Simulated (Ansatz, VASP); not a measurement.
# MgTeO4 (MgTeO4 (P2/c)): VASP beside Ansatz, part 2 of 2

One calculation is typed for both programs; each brings its own data sets. How far apart do they land? The cell is taken from a series of runs on this material, whose earlier steps may have relaxed, scaled, displaced or heated it; both programs get it as it stands.

VASP 6.6.1 and Ansatz 0.2.0.

So far: Starting point; VASP: relaxation of cell and atoms, PBEsol.

## 3. Ansatz: relaxation of cell and atoms, PBEsol

Level of this step: Ansatz beside VASP: Kohn-Sham DFT, plane waves, PBEsol (Ansatz).

Ansatz runs on its default PAW (the set named soft_2) files.

The same cell, functional, mesh and smearing now go to Ansatz.

File input.yaml:

```yaml
crystal:
  lattice:
    - [4.6921001, 0.0, 0.0]
    - [0.0, 5.5857258, 0.0]
    - [-0.2734063, 0.0, 5.0229112]
  atoms:
    - { symbol: Mg, position: [0.0, 0.15310121, 0.75] }
    - { symbol: Mg, position: [0.0, 0.84689879, 0.25] }
    - { symbol: Te, position: [0.5, 0.66648559, 0.75] }
    - { symbol: Te, position: [0.5, 0.33351441, 0.25] }
    - { symbol: O, position: [0.24016035, 0.12243267, 0.09480767] }
    - { symbol: O, position: [0.75983965, 0.87756733, 0.90519233] }
    - { symbol: O, position: [0.75983965, 0.12243267, 0.40519233] }
    - { symbol: O, position: [0.24016035, 0.87756733, 0.59480767] }
    - { symbol: O, position: [0.28202774, 0.39552897, 0.56621817] }
    - { symbol: O, position: [0.71797226, 0.60447103, 0.43378183] }
    - { symbol: O, position: [0.71797226, 0.39552897, 0.93378183] }
    - { symbol: O, position: [0.28202774, 0.60447103, 0.06621817] }
basis:
  ecutwfc: 420
  xc_grid: 2
hamiltonian:
  xc: pbesol
kpoints:
  mp_grid: { grid: [6, 5, 6] }
scf:
  occupations: { method: fermi_dirac, width: 0.01 }
  max_iter: 150
output:
  forces: true
  stress: true
relax:
  f_tol: 0.01
  max_steps: 60
  cell: {}
checkpoint:
  write: "../pbesol.run"
  compress: false
  write_wavefunctions: false
  write_every: 100000
```

The run is started by

```sh
$ ansatz run input.yaml --threads 1 --pin off --max-ram 2355MiB --backend cpu --events-out ev --progress --plain --runs-dir out
```

Numbers of over 12 decimals in the logs are rounded to 6 here.

What it wrote:

```text
Engine: ansatz 0.2.0, x86_64-unknown-linux-gnu
Pseudopotentials: kind: paw
Pseudopotential: Mg, paw, valence charge 10, recommended cutoff 420 eV (normal), Mg.paw.azcp
Pseudopotential: Te, paw, valence charge 16, recommended cutoff 420 eV (normal), Te.paw.azcp
Pseudopotential: O, paw, valence charge 6, recommended cutoff 420 eV (normal), O.paw.azcp
Functional definition: PBEsol
  exchange = pbesol_x
  correlation = pbesol_c
Crystal: 12 atoms, lattice volume = 131.644 Å³
Basis set: ecut = 420 eV, 2579 PW (Γ), exchange–correlation on 64×80×72 points (8 copies of the dense FFT grid, shifted against one another)
Bands: 62, of which v1, the nominal top of the filled ones, is band 50 counted from 1 (49 counted from 0)
Symmetry: 4 space group operations
Space group: P2/c (ITA 13), of the structure as read, at distance tolerance 5.1e-5 Å
k-points: 60 of 180
Non-local potential: Mg, projectors of the file, l = 0: 3, l = 1: 2, l = 2: 1
Non-local potential: Te, projectors of the file, l = 0: 2, l = 1: 2, l = 2: 2, l = 3: 2
Non-local potential: O, projectors of the file, l = 0: 2, l = 1: 2, l = 2: 1
PAW form: soft (Blöchl's): semilocal exchange-correlation on the pseudo side does not see the compensation charge
PAW frozen core: Mg, regenerated for the run's functional, and the local potential with it (the file was generated under x = pbe(κ = 0.804, μ = 0.219515), c = pbe(β = 0.066725))
PAW frozen core: Te, regenerated for the run's functional, and the local potential with it (the file was generated under x = pbe(κ = 0.804, μ = 0.219515), c = pbe(β = 0.066725))
PAW frozen core: O, regenerated for the run's functional, and the local potential with it (the file was generated under x = pbe(κ = 0.804, μ = 0.219515), c = pbe(β = 0.066725))
PAW one-centre angular grid: Mg, 110 points (default); XC on 64 Gauss nodes
PAW one-centre angular grid: Te, 590 points (default); XC on 64 Gauss nodes
PAW one-centre angular grid: O, 110 points (default); XC on 64 Gauss nodes
Initial density: superposition of atomic densities (neutral atoms: chi_scale 0, normalization atom), corrected by the library's trained network
Initial wavefunctions: pseudopotential atomic-orbital guess
Functional: x = pbesol(κ = 0.804, μ = 0.123457), c = pbesol(β = 0.046)
SCF iter   1: F=—  HF=-22113.452249 eV  |F-HF|=—  |Δ(HF+E_count)|=         —  Δρ=1.45e-2  dr2=2.14e-1  ethr=1.77e-3  ⟨swp⟩=6.7  Hψ=15716  notcnv=0  defer=68
preconditioner: auto → Resta (q_TF=auto, 2.606 Å⁻¹)  ε∞=3.9  [insulator: Δε(μ)=1.813 eV  Ē_g=15.204 eV  σ=0.010 eV  W_gap=1.00  n_scr=34 (ndim 8)  ℏωp=25.9 eV  f_vac=0.028  D(μ)=0.00/eV (n_scr^D=0)  ε∞_Penn≈3.9]
SCF iter   2: F=—  HF=-22113.387281 eV  |F-HF|=—  |Δ(HF+E_count)|=   6.50e-2  Δρ=2.18e-3  dr2=3.70e-3  ethr=2.14e-4  ⟨swp⟩=3.0  Hψ=6087  notcnv=0  defer=270
SCF iter   3: F=—  HF=-22113.387074 eV  |F-HF|=—  |Δ(HF+E_count)|=   2.08e-4  Δρ=1.13e-3  dr2=1.05e-3  ethr=3.70e-6  ⟨swp⟩=2.0  Hψ=6403  notcnv=0  defer=270
SCF iter   4: F=—  HF=-22113.387318 eV  |F-HF|=—  |Δ(HF+E_count)|=   2.44e-4  Δρ=4.32e-4  dr2=2.15e-4  ethr=1.05e-6  ⟨swp⟩=3.0  Hψ=6799  notcnv=0  defer=270
SCF iter   5: F=—  HF=-22113.387321 eV  |F-HF|=—  |Δ(HF+E_count)|=   2.40e-6  Δρ=1.62e-4  dr2=2.82e-5  ethr=2.15e-7  ⟨swp⟩=2.0  Hψ=4773  notcnv=0  defer=270
SCF iter   6: F=—  HF=-22113.387240 eV  |F-HF|=—  |Δ(HF+E_count)|=   8.09e-5  Δρ=3.45e-5  dr2=1.53e-6  ethr=2.82e-8  ⟨swp⟩=2.0  Hψ=4785  notcnv=0  defer=270
SCF iter   7: F=-22113.387241 eV  HF=-22113.387241 eV  |F-HF|=5.13e-8  |Δ(HF+E_count)|=   1.75e-6  Δρ=5.88e-6  dr2=5.23e-8  ethr=1.00e-10  ⟨swp⟩=3.5  Hψ=15323  notcnv=0
SCF 1 converged in 7 iterations: F = -22113.387241 eV  dr2 = 5.23e-8
  greatest PAW one-centre occupation: 1.000 electrons in one spin orbital (limit 2), on the Mg atom at site 1 (counted from 0), in its partial waves of l = 0
relax step   1: F+E_penalty+E_count = -22113.38724145 eV  Δ(F+E_penalty+E_count) = +0.000e0 eV  max|allowed force component| = 2.903e-1 eV/Å  Δτ_max = 0.0000 Å  P = +2.978 GPa  Ω = 131.644 Å³  (7 SCF iters, dr2 threshold 1.00e-7 eV, accepted)
[...]
relax step   6: F+E_penalty+E_count = -22113.40540601 eV  Δ(F+E_penalty+E_count) = -1.191e-4 eV  max|allowed force component| = 5.172e-3 eV/Å  Δτ_max = 0.0019 Å  P = -0.001 GPa  Ω = 133.071 Å³  energy of the carried Pulay correction = -6.912e-3 eV  (6 SCF iters, dr2 threshold 8.93e-9 eV, accepted)
[...]
relax step   7: F+E_penalty+E_count = -22113.41283736 eV  Δ(F+E_penalty+E_count) = -7.431e-3 eV  max|allowed force component| = 5.142e-3 eV/Å  Δτ_max = 0.0000 Å  P = +0.089 GPa  Ω = 133.071 Å³  stress off target by 1.45e-1 GPa  SCF on the basis re-selected at this cell (its energy is not comparable with the rows above)  (6 SCF iters)
[...]
relax step   8: F+E_penalty+E_count = -22113.41246309 eV  Δ(F+E_penalty+E_count) = +3.743e-4 eV  max|allowed force component| = 3.516e-3 eV/Å  Δτ_max = 0.0005 Å  P = +0.008 GPa  Ω = 133.155 Å³  energy of the carried Pulay correction = -4.106e-4 eV  (4 SCF iters, dr2 threshold 5.29e-8 eV, accepted)
[...]
relax step   9: F+E_penalty+E_count = -22113.41284321 eV  Δ(F+E_penalty+E_count) = -3.801e-4 eV  max|allowed force component| = 3.560e-3 eV/Å  Δτ_max = 0.0000 Å  P = +0.011 GPa  Ω = 133.155 Å³  stress off target by 1.48e-2 GPa  SCF on the basis re-selected at this cell (its energy is not comparable with the rows above)  (6 SCF iters)
basis re-selected at this cell: Δ(F+E_penalty+E_count) = -3.801e-4 eV, ΔP = +0.003 GPa vs the last step (what re-selecting the basis moved, of the pressure what is left beyond the Pulay correction that the steps carried, after the strain that the cell walked since its last selection, with what the two solves' SCF thresholds leave and, on support functions, any second-order correction that the steps lacked; it is no m [...]
SCF converged after 6 iterations
Free energy (F): -22113.412843 eV
Harris-Foulkes:  -22113.412843 eV  (|F-HF|=1.46e-11)
Internal energy: -22113.412843 eV  (E = F + TS)
E sigma→0 (E₀):  -22113.412843 eV
Fermi energy:    8.990311 eV
--- Per-component energies (eV) ---
  E_band       = -1135.416118
  E_kinetic    = 1929.893916
  E_local      = -7745.123521  (includes V_loc(G=0)·N_el)
  E_nonlocal   = -33.975418
  E_hartree    = 3432.198561
  E_xc         = -889.198049
  E_vxc        = -1034.726162  (∫ρ·V_xc dr)
  E_paw        = -10962.270187  (= ΣΔE_a)
  E_vpaw       = -1115.901155  (= ΣTr[D̂ρ^β])
  E_aug_tail   = 0.019118  (compensation charges beyond the density's cutoff)
  E_ewald      = -7846.106921
  E_core_change = 1.149658  (= ΣΔE_core)
  E_smearing   = -0.000000  (= −TS)
  E_closure    = -0.000000  (closes the sum)
  Σ components = -22113.412843   (vs F -22113.412843, Δ=0.00e0)
--- Forces (eV/Å), atoms counted from 1 ---
  atom   1  Mg     0.00000000     0.00124337     0.00000000
  atom   2  Mg     0.00000000    -0.00124337     0.00000000
  atom   3  Te     0.00000000    -0.00355967     0.00000000
  atom   4  Te     0.00000000     0.00355967     0.00000000
  atom   5  O     -0.00000693     0.00002397    -0.00059604
  atom   6  O      0.00000693    -0.00002397     0.00059604
  atom   7  O      0.00000693     0.00002397     0.00059604
  atom   8  O     -0.00000693    -0.00002397    -0.00059604
  atom   9  O      0.00020440     0.00014873    -0.00020001
  atom  10  O     -0.00020440    -0.00014873     0.00020001
  atom  11  O     -0.00020440     0.00014873     0.00020001
  atom  12  O      0.00020440    -0.00014873    -0.00020001
  max |Σ_I F_I| component: 1.08e-19 eV/Å
--- Stress (GPa, compression-positive) ---
        0.008914       0.000000      -0.004381
        0.000000       0.014755       0.000000
       -0.004381       0.000000       0.008256
  P = ⅓ Tr σ = 0.0106 GPa (0.106 kbar)
--- Relaxed structure (7 steps of the walk, 7 accepted, 2 SCFs on fresh bases) ---
  F+E_penalty+E_count = -22113.41284321 eV   max|allowed force component| = 3.560e-3 eV/Å   (the final SCF, on the basis selected at the relaxed cell)
  cell:  # Å, volume = 133.1555 Å³
    - [4.705983, -1.6465245360486306e-18, -0.00741529]
    - [-1.960110480451998e-18, 5.606035, 6.007353233468073e-18]
    - [-0.282153, 5.497997841711924e-18, 5.047672]
  atoms:
    - { symbol: Mg, position: [6.938893903907228e-18, 0.154578, 0.750000] }
    - { symbol: Mg, position: [0.0, 0.845422, 0.250000] }
    - { symbol: Te, position: [0.500000, 0.667230, 0.750000] }
    - { symbol: Te, position: [0.500000, 0.332770, 0.250000] }
    - { symbol: O, position: [0.239442, 0.120622, 0.094333] }
    - { symbol: O, position: [0.760558, 0.879378, 0.905667] }
    - { symbol: O, position: [0.760558, 0.120622, 0.405667] }
    - { symbol: O, position: [0.239442, 0.879378, 0.594333] }
    - { symbol: O, position: [0.280070, 0.395546, 0.565682] }
    - { symbol: O, position: [0.719930, 0.604454, 0.434318] }
    - { symbol: O, position: [0.719930, 0.395546, 0.934318] }
    - { symbol: O, position: [0.280070, 0.604454, 0.065682] }
```

## 4. Differences

Known differences besides the potentials themselves: the data sets hold 100 valence electrons in Ansatz (on its default PAW (the set named soft_2) files) and 64 in VASP; the cutoff is 420 eV in Ansatz and 600 eV in VASP; Ansatz makes its cores anew for this functional, VASP keeps those of its PBE data sets; Ansatz adds a Pulay correction to the stress that steers its cell, VASP none. Total energies have different zeros and are not compared.

The two programs side by side:

| quantity | Ansatz | VASP | difference |
| --- | --- | --- | --- |
| volume (Å³) | 133.16 | 132.76 | +0.30 % |
| edge a after relaxation, in the typed setting (Å) | 4.706 | 4.700 | +0.13 % |
| edge b after relaxation, in the typed setting (Å) | 5.606 | 5.600 | +0.11 % |
| edge c after relaxation, in the typed setting (Å) | 5.056 | 5.052 | +0.08 % |

## 5. What came out

```json
{"difference in volume (relaxation of cell and atoms, PBEsol)": "0.30 %"}
```

In words: The difference in volume is 0.30 % (relaxation of cell and atoms, PBEsol), within the 1.2 % picked in this series as the mark of a large difference, as far as the stopping tolerances let one tell. The data sets hold unlike numbers of valence electrons (100 in Ansatz and 64 in VASP), so part of the differences comes from the potentials. How closely two codes agree says nothing of how well the functional describes the real material.

[Lines on the potential files, build, host, timing and source positions are cut from VASP's logs without a mark.]

[Logs are printed without paths, hosts, clocks, repeated set-up lines and the standing remarks that a program may print on its own settings, such as how far it seeks lower states.]

[Hosts, paths, dates, database ids (printed as entryN), source tags and the programs' standing remarks are cut or masked in the printed files.]
